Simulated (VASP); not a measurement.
Calculation: LDA (Ceperley-Alder, Perdew-Zunger), VASP's LDA PAW potentials (set 64) (plane waves; VASP).

The input files of a VASP run:

### KPOINTS
```
kpoints
0
G
 6 6 6
0 0 0
```

**INCAR**
```
# general
SYSTEM =YAl3
PREC   =Accurate
ENCUT  =300   # plane-wave cut-off (eV)
LREAL  =.FALSE.
LASPH  =.TRUE.   # aspherical one-centre terms

# electronic loop
EDIFF  =1E-6   # SCF stop (eV)
NELM   =100   # most electronic steps
ALGO   =Normal   # blocked Davidson
LMAXMIX=4   # l cut-off of mixed one-centre charges

# smearing
ISMEAR =-1   # Fermi-Dirac
SIGMA  =0.1   # width (eV)

# ions
ISIF   =2   # forces and stress, cell fixed

# output
LWAVE  =.FALSE.
LCHARG =.FALSE.
```

File POSCAR:
```
YAl3
4.2044140
  1.0000000000   0.0000000000   0.0000000000
  0.0000000000   1.0000000000   0.0000000000
  0.0000000000   0.0000000000   1.0000000000
Y Al
1 3
Cartesian
  0.0003790000  -0.0043140000   0.0012120000
  0.0045880000   0.4929460000   0.4949110000
  0.4809810000   0.0091760000   0.5053530000
  0.5140510000   0.5021920000  -0.0014760000
```

POTCAR, in this order: Y_sv Al (LDA.64 set). Program: vasp_std.

What VASP printed:

**OSZICAR**
```
       N       E                     dE             d eps       ncg     rms          rms(c)
DAV:   1     0.279036264554E+02    0.27904E+02   -0.66546E+03  3152   0.835E+02
DAV:   2    -0.198937861287E+02   -0.47797E+02   -0.46562E+02  4006   0.166E+02
DAV:   3    -0.216824407523E+02   -0.17887E+01   -0.17708E+01  4950   0.250E+01
DAV:   4    -0.217115854588E+02   -0.29145E-01   -0.29128E-01  3982   0.334E+00
DAV:   5    -0.217122520200E+02   -0.66656E-03   -0.66653E-03  4998   0.407E-01    0.344E+01
DAV:   6    -0.214455650874E+02    0.26669E+00   -0.38377E-01  3922   0.398E+00    0.217E+01
DAV:   7    -0.213765559041E+02    0.69009E-01   -0.49301E-01  4874   0.399E+00    0.178E+00
DAV:   8    -0.213662116184E+02    0.10344E-01   -0.84307E-02  3544   0.195E+00    0.342E-01
DAV:   9    -0.213660507666E+02    0.16085E-03   -0.66856E-03  4462   0.503E-01    0.146E-01
DAV:  10    -0.213660375846E+02    0.13182E-04   -0.11306E-04  4398   0.831E-02    0.653E-02
DAV:  11    -0.213660340057E+02    0.35790E-05   -0.71758E-05  4576   0.513E-02    0.626E-02
DAV:  12    -0.213660322534E+02    0.17523E-05   -0.12542E-05  3742   0.280E-02    0.425E-03
DAV:  13    -0.213660322105E+02    0.42821E-07   -0.10586E-06  2846   0.717E-03
   1 F= -.21366032E+02 E0= -.21342951E+02  d E =-.461619E-01
```

### OUTCAR
```
------------------------ aborting loop because EDIFF is reached ----------------------------------------
  FORCE on cell =-STRESS in cart. coord.  units (eV):
  Direction    XX          YY          ZZ          XY          YZ          ZX
  --------------------------------------------------------------------------------------
  Total       -0.4089067     -0.4283511     -0.4535359     -0.0191853      0.0112764     -0.0165102
  in kB       -8.8149198     -9.2340885     -9.7770054     -0.4135833      0.2430887     -0.3559151
  external PRESSURE =      -9.2753379 kB  Pullay stress =       0.0000000 kB
  volume of cell :       74.32
      direct lattice vectors                 reciprocal lattice vectors
     4.204414000  0.000000000  0.000000000     0.237845274  0.000000000  0.000000000
     0.000000000  4.204414000  0.000000000     0.000000000  0.237845274  0.000000000
     0.000000000  0.000000000  4.204414000     0.000000000  0.000000000  0.237845274
 POSITION                                       TOTAL-FORCE (eV/Angst)
 -----------------------------------------------------------------------------------
      0.00159      4.18628      0.00510        -0.103066      0.119322     -0.050892
      0.01929      2.07255      2.08081        -0.081071      0.135987      0.146221
      2.02224      0.03858      2.12471         0.513339     -0.149728     -0.117335
      2.16128      2.11142      4.19821        -0.329203     -0.105581      0.022006
 -----------------------------------------------------------------------------------
    total drift:                                0.000037     -0.000098      0.000018
  FREE ENERGIE OF THE ION-ELECTRON SYSTEM (eV)
  ---------------------------------------------------
  free  energy   TOTEN  =       -21.3660322105 eV

  energy  without entropy=      -21.3198702727  energy(sigma->0) =      -21.34295124
```
(Selected blocks of OUTCAR.)

At this cut-off the stress carries a Pulay error, which pulls relaxed volumes low.

The structure comes from a computed database's YAl3 entry (Pm-3m); how it stands against other phases isn't given here. The cell was not relaxed at this level, atoms are displaced from their ideal sites.
